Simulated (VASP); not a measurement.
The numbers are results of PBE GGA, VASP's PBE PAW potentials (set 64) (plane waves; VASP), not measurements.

The input files of a VASP run:

POSCAR:
```
HfO2
2.599480
  0.0000000000   1.0000000000   0.9637689076
  0.9882334159   0.0000000000   0.9637689076
  0.9882334159   1.0000000000   0.0000000000
Hf O
1 2
Cart
  0.0000000000   0.0000000000   0.0000000000
  0.4941167080   0.5000000000   0.4818844538
  1.5117619268   1.5000000000   1.4456533614
```

KPOINTS:
```
Automatic mesh
0
Gamma
7 7 7
0 0 0
```

INCAR:
```
ENCUT = 400   ! plane-wave cut-off (eV)
PREC = Accurate
LASPH = .TRUE.
ALGO = Normal
GGA = PE   ! PBE
ISIF = 2   ! forces and stress, cell fixed
LMAXMIX = 6
SYSTEM = HfO2
NELM = 100   ! most electronic steps
LREAL = .FALSE.
ISMEAR = 0
EDIFF = 1E-6   ! SCF stop (eV)
SIGMA = 0.05
LWAVE = .FALSE.
LCHARG = .FALSE.
```

POTCAR, in this order: Hf_pv O (PBE.64 set). Program: vasp_std.

Question: What will the output report for the number of irreducible k-points (NKPTS), number of bands (NBANDS), largest plane-wave count, number of space-group operations, FFT grid (NGX, NGY, NGZ)?

Answer: 
The number of irreducible k-points (NKPTS) is 100, the number of bands (NBANDS) is 15 and the largest plane-wave count comes out as 616. The number of space-group operations is 2 and the FFT grid (NGX, NGY, NGZ) comes out as 24 × 24 × 24.

The compound is HfO2 in the fluorite structure, the high-temperature cubic form, which is unstable at 0 K; the monoclinic form is the stable one. The cell was not relaxed at this level, atoms are displaced from their ideal sites. The run is one of a series of settings (ENCUT = 400 against the base run), some of them coarse on purpose.
